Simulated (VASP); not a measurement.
Given:

```
CELL_PARAMETERS angstrom
      3.92877     0.00000     0.00000
     -1.96438     3.40241     0.00000
      0.00000     0.00000     3.69219
ATOMIC_POSITIONS crystal
  Cu 0.00000 0.00000 0.00000
  I  0.66667 0.33333 0.50000
```

All values below come from r2SCAN meta-GGA with spin-orbit coupling, VASP's PBE PAW potentials (set 64) (plane waves; VASP 6.6.1). Settings: 400 eV cut-off, 7×7×7 Γ-centred mesh, Gaussian smearing of 0.050 eV, potentials Cu I.

Task: Give the energies of bands 9 to 22 at the high-symmetry points, in eV from the Fermi level.

Result: 
```csv
band,Γ,M,K,A,L,H
9,-2.25,-2.20,-2.05,-2.09,-1.88,-2.04
10,-2.25,-2.20,-2.00,-2.09,-1.88,-1.82
11,-1.84,-1.84,-1.99,-1.90,-1.73,-1.80
12,-1.84,-1.84,-1.78,-1.90,-1.73,-1.67
13,-1.78,-1.74,-1.77,-1.63,-1.64,-1.57
14,-1.78,-1.74,-1.77,-1.63,-1.64,-1.54
15,-0.82,-1.59,-1.71,-0.86,-1.43,-1.50
16,-0.82,-1.59,-1.66,-0.86,-1.43,-1.29
17,-0.63,-0.26,-0.12,-0.28,-0.36,-0.78
18,-0.63,-0.26,-0.04,-0.28,-0.36,-0.71
19,0.67,2.23,4.90,4.67,-0.20,0.08
20,0.67,2.23,5.32,4.67,-0.20,0.09
21,5.62,5.62,5.45,5.20,4.62,1.80
22,5.62,5.62,5.49,5.20,4.62,1.82
```

It has no gap at this level: it comes out as a metal or semimetal.

The structure was generated: CuI was put into the WC type (P-6m2), which need not be its known phase. It was relaxed first, which changed the volume by +9 %.
